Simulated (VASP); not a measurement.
These are rev-vdW-DF2, VASP's PBE PAW potentials (set 64) (plane waves; VASP) values and carry that method's errors.

Input for VASP

File POSCAR:
```
FePt
1
    2.7200000000     0.0000000000     0.0000000000
    0.0000000000     2.7200000000     0.0000000000
    0.0000000000     0.0000000000     3.7100000000
Fe Pt
1 1
Direct
  0.0000000000   0.0000000000   0.0000000000
  0.5000000000   0.5000000000   0.5000000000
```

INCAR:
```
# general
SYSTEM    =  FePt
PREC      =  Accurate
ENCUT     =  520   # plane-wave cut-off (eV)
LREAL     =  .FALSE.   # projection in real space or not
LASPH     =  .TRUE.   # aspherical one-centre terms

# electronic loop
EDIFF     =  1E-6   # SCF stop (eV)
NELM      =  100   # most electronic steps
ALGO      =  Normal   # blocked Davidson
LMAXMIX   =  6

# smearing
ISMEAR    =  1   # Methfessel-Paxton
SIGMA     =  0.1   # width (eV)

# functional
GGA       =  MK
LUSE_VDW  =  .TRUE.
AGGAC     =  0.0
PARAM1    =  0.1234568
PARAM2    =  0.7114
ZAB_VDW   =  -1.8867

# spin
ISPIN     =  2
MAGMOM    =  3.0 0.0

# ions
IBRION    =  2   # conjugate gradients
NSW       =  60   # most ionic steps
ISIF      =  3   # ions, shape and volume
EDIFFG    =  -0.01

# output
LWAVE     =  .FALSE.
LCHARG    =  .FALSE.
LORBIT    =  10
```

File KPOINTS:
```
Automatic mesh
0
Gamma
12 12 9
0 0 0
```

POTCAR, in this order: Fe Pt (PBE.64 set). Program: vasp_std.

What VASP printed:

OSZICAR:
```
       N       E                     dE             d eps       ncg     rms          rms(c)
DAV:   1     0.983862631389E+02    0.98386E+02   -0.87628E+03  8616   0.133E+03
DAV:   2    -0.859764722838E+01   -0.10698E+03   -0.96040E+02  8603   0.259E+02
DAV:   3    -0.119901664810E+02   -0.33925E+01   -0.32745E+01 10515   0.555E+01
DAV:   4    -0.120248127817E+02   -0.34646E-01   -0.34632E-01  9551   0.476E+00
DAV:   5    -0.120257373343E+02   -0.92455E-03   -0.92454E-03 11167   0.886E-01    0.165E+01
DAV:   6    -0.128918319743E+02   -0.86609E+00   -0.12524E+01  9132   0.799E+01    0.221E+01
DAV:   7    -0.107520152886E+02    0.21398E+01   -0.87123E+00 10804   0.777E+01    0.877E+00
DAV:   8    -0.106944922514E+02    0.57523E-01   -0.43369E-01 10055   0.102E+01    0.432E+00
DAV:   9    -0.106144598286E+02    0.80032E-01   -0.14719E-01 12191   0.795E+00    0.171E+00
DAV:  10    -0.106065687980E+02    0.78910E-02   -0.30205E-02 12840   0.318E+00    0.707E-01
DAV:  11    -0.106058752640E+02    0.69353E-03   -0.24220E-03 12402   0.903E-01    0.252E-01
DAV:  12    -0.106058502011E+02    0.25063E-04   -0.27536E-04 10535   0.216E-01    0.742E-02
DAV:  13    -0.106058662178E+02   -0.16017E-04   -0.38938E-05 10541   0.954E-02    0.356E-02
DAV:  14    -0.106058612677E+02    0.49501E-05   -0.51101E-06  9283   0.530E-02    0.142E-02
DAV:  15    -0.106058601975E+02    0.10702E-05   -0.24645E-06  7621   0.384E-02    0.375E-03
DAV:  16    -0.106058596906E+02    0.50694E-06   -0.44245E-07  4844   0.765E-03
   1 F= -.10605860E+02 E0= -.10605681E+02  d E =-.106059E+02  mag=     3.2277
       N       E                     dE             d eps       ncg     rms          rms(c)
DAV:   1    -0.106086094766E+02   -0.27493E-02   -0.12930E-01  9331   0.298E+00    0.326E-01
DAV:   2    -0.106083986147E+02    0.21086E-03   -0.73508E-03 10964   0.217E+00    0.493E-01
DAV:   3    -0.106069643112E+02    0.14343E-02   -0.41091E-03 10713   0.176E+00    0.156E-01
DAV:   4    -0.106066577673E+02    0.30654E-03   -0.51819E-04 10511   0.222E-01    0.612E-02
DAV:   5    -0.106066460333E+02    0.11734E-04   -0.40516E-05 11818   0.124E-01    0.227E-02
DAV:   6    -0.106066423413E+02    0.36920E-05   -0.44087E-06  9600   0.281E-02    0.103E-02
DAV:   7    -0.106066422001E+02    0.14120E-06   -0.66123E-07  4921   0.143E-02
   2 F= -.10606642E+02 E0= -.10606514E+02  d E =-.782509E-03  mag=     3.2149
       N       E                     dE             d eps       ncg     rms          rms(c)
DAV:   1    -0.106088801634E+02   -0.22378E-02   -0.12861E-01  9352   0.297E+00    0.330E-01
DAV:   2    -0.106087868218E+02    0.93342E-04   -0.77579E-03 10971   0.223E+00    0.510E-01
DAV:   3    -0.106072198526E+02    0.15670E-02   -0.42907E-03 10728   0.180E+00    0.152E-01
DAV:   4    -0.106069241094E+02    0.29574E-03   -0.51524E-04 10260   0.217E-01    0.621E-02
DAV:   5    -0.106069112243E+02    0.12885E-04   -0.40150E-05 11874   0.125E-01    0.240E-02
DAV:   6    -0.106069073654E+02    0.38589E-05   -0.49269E-06  9793   0.305E-02    0.106E-02
DAV:   7    -0.106069073010E+02    0.64376E-07   -0.66960E-07  4557   0.157E-02
   3 F= -.10606907E+02 E0= -.10606850E+02  d E =-.104761E-02  mag=     3.2023
       N       E                     dE             d eps       ncg     rms          rms(c)
DAV:   1    -0.106069106915E+02   -0.33261E-05   -0.20841E-04  9380   0.120E-01    0.133E-02
DAV:   2    -0.106069105699E+02    0.12158E-06   -0.12029E-05 10948   0.883E-02    0.203E-02
DAV:   3    -0.106069081652E+02    0.24046E-05   -0.68136E-06 10058   0.708E-02    0.610E-03
DAV:   4    -0.106069076686E+02    0.49664E-06   -0.72417E-07  4410   0.867E-03
   4 F= -.10606908E+02 E0= -.10606847E+02  d E =-.104798E-02  mag=     3.2028
       N       E                     dE             d eps       ncg     rms          rms(c)
DAV:   1    -0.106072910816E+02   -0.38292E-03   -0.29597E-02  9359   0.143E+00    0.159E-01
DAV:   2    -0.106072845459E+02    0.65356E-05   -0.18153E-03 10913   0.109E+00    0.251E-01
DAV:   3    -0.106069102775E+02    0.37427E-03   -0.10252E-03 10728   0.864E-01    0.722E-02
DAV:   4    -0.106068431209E+02    0.67157E-04   -0.11754E-04 10142   0.102E-01    0.306E-02
DAV:   5    -0.106068398408E+02    0.32801E-05   -0.96767E-06 11565   0.626E-02    0.115E-02
DAV:   6    -0.106068396588E+02    0.18206E-06   -0.10255E-06  4669   0.166E-02
   5 F= -.10606840E+02 E0= -.10606741E+02  d E =-.979968E-03  mag=     3.2090
       N       E                     dE             d eps       ncg     rms          rms(c)
DAV:   1    -0.106072900953E+02   -0.45025E-03   -0.24990E-02  9338   0.131E+00    0.146E-01
DAV:   2    -0.106072798963E+02    0.10199E-04   -0.15252E-03 10958   0.994E-01    0.228E-01
DAV:   3    -0.106069675397E+02    0.31236E-03   -0.85247E-04 10721   0.795E-01    0.666E-02
DAV:   4    -0.106069109303E+02    0.56609E-04   -0.98981E-05 10184   0.942E-02    0.276E-02
DAV:   5    -0.106069080892E+02    0.28412E-05   -0.79147E-06 11288   0.561E-02    0.105E-02
DAV:   6    -0.106069070862E+02    0.10030E-05   -0.83901E-07  4536   0.146E-02    0.494E-03
DAV:   7    -0.106069071166E+02   -0.30405E-07   -0.35194E-07  4340   0.123E-02
   6 F= -.10606907E+02 E0= -.10606843E+02  d E =-.104743E-02  mag=     3.2033
       N       E                     dE             d eps       ncg     rms          rms(c)
DAV:   1    -0.106072834268E+02   -0.37634E-03   -0.65573E-03  8491   0.110E+00    0.149E-01
DAV:   2    -0.106068943920E+02    0.38903E-03   -0.99218E-04 10031   0.360E-01    0.948E-02
DAV:   3    -0.106069089197E+02   -0.14528E-04   -0.84220E-05 11268   0.234E-01    0.486E-02
DAV:   4    -0.106069019953E+02    0.69244E-05   -0.75016E-05 10526   0.231E-01    0.463E-02
DAV:   5    -0.106068950017E+02    0.69936E-05   -0.79712E-06 10481   0.739E-02    0.179E-02
DAV:   6    -0.106068933108E+02    0.16909E-05   -0.23389E-06  8788   0.233E-02    0.319E-03
DAV:   7    -0.106068937450E+02   -0.43422E-06   -0.47406E-07  4284   0.126E-02
   7 F= -.10606894E+02 E0= -.10606818E+02  d E =0.133716E-04  mag=     3.2056
       N       E                     dE             d eps       ncg     rms          rms(c)
DAV:   1    -0.106070661789E+02   -0.17287E-03   -0.26478E-03  8484   0.695E-01    0.955E-02
DAV:   2    -0.106069148062E+02    0.15137E-03   -0.40235E-04 10045   0.229E-01    0.605E-02
DAV:   3    -0.106069169339E+02   -0.21277E-05   -0.36440E-05 11231   0.154E-01    0.316E-02
DAV:   4    -0.106069139959E+02    0.29380E-05   -0.31561E-05 10541   0.150E-01    0.294E-02
DAV:   5    -0.106069118911E+02    0.21048E-05   -0.29749E-06  7034   0.465E-02    0.113E-02
DAV:   6    -0.106069119823E+02   -0.91147E-07   -0.12149E-06  6083   0.149E-02
   8 F= -.10606912E+02 E0= -.10606844E+02  d E =-.486567E-05  mag=     3.2041
```

### OUTCAR
```
------------------------ aborting loop because EDIFF is reached ----------------------------------------
  FORCE on cell =-STRESS in cart. coord.  units (eV):
  Direction    XX          YY          ZZ          XY          YZ          ZX
  --------------------------------------------------------------------------------------
  Total       -0.0003279     -0.0003279      0.0060655      0.0000000     -0.0000000     -0.0000000
  in kB       -0.0191517     -0.0191517      0.3542159      0.0000000     -0.0000000     -0.0000000
  external PRESSURE =       0.1053042 kB  Pullay stress =       0.0000000 kB
  volume of cell :       27.44
      direct lattice vectors                 reciprocal lattice vectors
     2.708502299  0.000000000  0.000000000     0.369207735  0.000000000 -0.000000000
     0.000000000  2.708502299  0.000000000    -0.000000000  0.369207735  0.000000000
     0.000000000 -0.000000000  3.739804257    -0.000000000 -0.000000000  0.267393674
 POSITION                                       TOTAL-FORCE (eV/Angst)
 -----------------------------------------------------------------------------------
      2.70850      0.00000      0.00000        -0.000000      0.000000      0.000000
      1.35425      1.35425      1.86990         0.000000     -0.000000      0.000000
 -----------------------------------------------------------------------------------
    total drift:                               -0.000000      0.000000     -0.000000
  FREE ENERGIE OF THE ION-ELECTRON SYSTEM (eV)
  ---------------------------------------------------
  free  energy   TOTEN  =       -10.6069119823 eV

  energy  without entropy=      -10.6067071953  energy(sigma->0) =      -10.60684372

 total charge

# of ion       s       p       d       tot
------------------------------------------
    1        0.412   0.451   6.157   7.020
    2        0.715   0.665   8.066   9.446
--------------------------------------------------
tot          1.127   1.116  14.224  16.467

 magnetization (x)

# of ion       s       p       d       tot
------------------------------------------
    1        0.002  -0.007   2.859   2.854
    2       -0.025  -0.064   0.406   0.318
--------------------------------------------------
tot         -0.023  -0.071   3.265   3.172

 reached required accuracy - stopping structural energy minimisation
```
(Selected blocks of OUTCAR.)

CONTCAR:
```
FePt
   1.00000000000000
     2.7085022987260263    0.0000000000000000    0.0000000000000000
     0.0000000000000000    2.7085022987260263    0.0000000000000000
     0.0000000000000000   -0.0000000000000000    3.7398042573561909
  Fe              Pt
     1     1
Direct
     1.0000000000000000    0.0000000000000000    0.0000000000000000
     0.5000000000000000    0.5000000000000000    0.5000000000000000
```

The compound is FePt in the L1_0 structure. This run relaxes it. Symmetry was kept, so distortions that lower it aren't found.
